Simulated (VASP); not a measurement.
The system is Cu.

```xyz
1
Lattice="0.0000 1.8075 1.8075 1.8075 0.0000 1.8075 1.8075 1.8075 0.0000" Properties=species:S:1:pos:R:3 pbc="T T T"
Cu    0.0000    0.0000    0.0000
```

Base run:

- Program: VASP 6.6.1
- Functional: PBE
- Potentials or basis: VASP PAW PBE potentials, release 64 (Cu)
- Cutoff: 350 eV
- k mesh: 14 × 14 × 14
- Occupations: gaussian, width 0.1 eV
- Spin: no spin polarisation

Its results: band gap on the k mesh none (metal or under the smearing width); pressure 2.6 GPa.

The run is repeated on the same cell with these changes: cutoff from 350 eV to 450 eV. What comes out?

Band gap on the k mesh none (metal or under the smearing width); pressure 2.0 GPa.

Caveats: the cutoff is under 1.25 times the usual one of these potentials, so pressure, stress and relaxed cells hold a basis-set (Pulay) error (some runs).
